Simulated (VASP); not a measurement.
Output of a VASP run:

### OSZICAR
```
...
DAV:   4    -0.118389051517E+02   -0.19467E-01   -0.19460E-01  1942   0.483E+00
DAV:   5    -0.118394878172E+02   -0.58267E-03   -0.58266E-03  1880   0.847E-01    0.129E+01
DAV:   6    -0.130114772269E+02   -0.11720E+01   -0.51870E+01  1854   0.130E+02    0.137E+01
DAV:   7    -0.103067549342E+02    0.27047E+01   -0.15036E+01  1854   0.771E+01    0.121E+00
DAV:   8    -0.103015269142E+02    0.52280E-02   -0.25776E-01  1962   0.626E+00    0.113E+00
DAV:   9    -0.102860047312E+02    0.15522E-01   -0.56084E-02  1932   0.406E+00    0.172E-01
DAV:  10    -0.102858186027E+02    0.18613E-03   -0.80190E-04  1834   0.401E-01    0.109E-01
DAV:  11    -0.102858017588E+02    0.16844E-04   -0.78747E-05  2416   0.146E-01    0.338E-02
DAV:  12    -0.102857995725E+02    0.21863E-05   -0.85629E-06  1838   0.471E-02    0.604E-03
DAV:  13    -0.102857996179E+02   -0.45403E-07   -0.17367E-07   884   0.483E-03
   1 F= -.43673941E+01 E0= -.43673528E+01  d E =-.436739E+01
       N       E                     dE             d eps       ncg     rms          rms(c)
DAV:   1    -0.144935543838E+02   -0.42078E+01   -0.65841E+01  1820   0.155E+02    0.227E+01
DAV:   2    -0.154146577987E+02   -0.92110E+00   -0.12903E+02  1850   0.220E+02    0.185E+01
DAV:   3    -0.936409749949E+01    0.60506E+01   -0.30601E+01  1850   0.117E+02    0.425E+00
DAV:   4    -0.934342418575E+01    0.20673E-01   -0.57355E-01  1896   0.957E+00    0.304E+00
DAV:   5    -0.930445607629E+01    0.38968E-01   -0.96067E-02  1944   0.439E+00    0.939E-01
DAV:   6    -0.930258820026E+01    0.18679E-02   -0.11693E-02  1902   0.199E+00    0.263E-01
DAV:   7    -0.930255826579E+01    0.29934E-04   -0.72102E-04  2396   0.436E-01    0.184E-02
DAV:   8    -0.930255553281E+01    0.27330E-05   -0.39190E-05  2202   0.108E-01    0.249E-02
DAV:   9    -0.930255598747E+01   -0.45467E-06   -0.19950E-06  1086   0.266E-02
   2 F= -.41997613E+01 E0= -.41996519E+01  d E =0.167633E+00
       N       E                     dE             d eps       ncg     rms          rms(c)
DAV:   1    -0.121808724486E+02   -0.28783E+01   -0.30791E+01  1790   0.118E+02    0.122E+01
DAV:   2    -0.121492192863E+02    0.31653E-01   -0.45112E+01  1878   0.129E+02    0.110E+01
DAV:   3    -0.101624422545E+02    0.19868E+01   -0.16187E+01  1880   0.741E+01    0.348E+00
DAV:   4    -0.100942478948E+02    0.68194E-01   -0.18568E-01  2200   0.723E+00    0.202E+00
DAV:   5    -0.100596964908E+02    0.34551E-01   -0.57823E-02  2436   0.323E+00    0.211E-01
DAV:   6    -0.100597785160E+02   -0.82025E-04   -0.19039E-03  2322   0.555E-01    0.989E-02
DAV:   7    -0.100598201929E+02   -0.41677E-04   -0.38090E-05  1832   0.665E-02    0.416E-02
DAV:   8    -0.100598193084E+02    0.88449E-06   -0.14925E-05  1966   0.592E-02    0.470E-03
DAV:   9    -0.100598193785E+02   -0.70081E-07   -0.21372E-07   862   0.558E-03
   3 F= -.44174452E+01 E0= -.44173717E+01  d E =-.500511E-01
       N       E                     dE             d eps       ncg     rms          rms(c)
DAV:   1    -0.100513377418E+02    0.84816E-02   -0.82248E-03  1810   0.181E+00    0.220E-01
DAV:   2    -0.100515587380E+02   -0.22100E-03   -0.16715E-02  1868   0.241E+00    0.216E-01
DAV:   3    -0.100507515903E+02    0.80715E-03   -0.56585E-03  1854   0.142E+00    0.339E-02
DAV:   4    -0.100507365170E+02    0.15073E-04   -0.42157E-05  1738   0.770E-02    0.475E-03
DAV:   5    -0.100507362742E+02    0.24283E-06   -0.16907E-06   988   0.212E-02
   4 F= -.44175033E+01 E0= -.44174287E+01  d E =-.501092E-01
```

OUTCAR:
```
------------------------ aborting loop because EDIFF is reached ----------------------------------------
  FORCE on cell =-STRESS in cart. coord.  units (eV):
  Direction    XX          YY          ZZ          XY          YZ          ZX
  --------------------------------------------------------------------------------------
  Total        5.6336824      5.6336824      5.6336824      0.0000000      0.0000000     -0.0000000
  in kB      450.0359043    450.0359043    450.0359043      0.0000000      0.0000000     -0.0000000
  external PRESSURE =       0.0359043 kB  Pullay stress =     450.0000000 kB
  volume of cell :       20.06
      direct lattice vectors                 reciprocal lattice vectors
     2.716972607  0.000000000 -0.000000000     0.368056710 -0.000000000 -0.000000000
     0.000000000  2.716972607 -0.000000000    -0.000000000  0.368056710  0.000000000
     0.000000000 -0.000000000  2.716972607     0.000000000  0.000000000  0.368056710
 POSITION                                       TOTAL-FORCE (eV/Angst)
 -----------------------------------------------------------------------------------
      1.35849      1.35849      1.35849         0.000000     -0.000000      0.000000
      0.00000      0.00000      0.00000        -0.000000      0.000000      0.000000
 -----------------------------------------------------------------------------------
    total drift:                               -0.000000      0.000000     -0.000000
  FREE ENERGIE OF THE ION-ELECTRON SYSTEM (eV)
  ---------------------------------------------------
  free  energy   TOTEN  =       -10.0507362742 eV

  energy  without entropy=      -10.0505125059  energy(sigma->0) =      -10.05066168
  enthalpy is  TOTEN    =        -4.4175033227 eV   P V=        5.6332329515

 reached required accuracy - stopping structural energy minimisation
```
(Selected blocks of OUTCAR.)

POSCAR:
```
NiAl
1
    2.7620673346     0.0000000000     0.0000000000
    0.0000000000     2.7620673346     0.0000000000
    0.0000000000     0.0000000000     2.7620673346
Al Ni
1 1
Direct
  0.5000000000   0.5000000000   0.5000000000
  0.0000000000   0.0000000000   0.0000000000
```

Problem. Write an INCAR and KPOINTS that could have produced this output.

Solution. One answer among several that fit: the input of the run itself, PBE GGA, plane waves, VASP's PBE PAW potentials (set 64).

### INCAR
```
SYSTEM = NiAl
PREC = Accurate
ENCUT = 500
EDIFF = 1E-6
NELM = 100
ALGO = Normal
LREAL = .FALSE.
LASPH = .TRUE.
ISMEAR = 1
SIGMA = 0.1
GGA = PE
LMAXMIX = 4
LWAVE = .FALSE.
LCHARG = .FALSE.
IBRION = 2
ISIF = 3
NSW = 40
EDIFFG = -0.02
PSTRESS = 450
```

File KPOINTS:
```
Automatic
0
gamma
13 13 13
0 0 0
```

POTCAR, in this order: Al Ni (PBE.64 set). Program: vasp_std.

Energy and stress use the plane-wave basis of the starting cell.

The compound is NiAl in the CsCl type structure. This run relaxes it under an external pressure of 45 GPa. Symmetry was kept, so distortions that lower it aren't found. The run is not spin-polarised, so no magnetic state was tried. The electron count is odd and the run is not spin-polarised, which forces a metal.
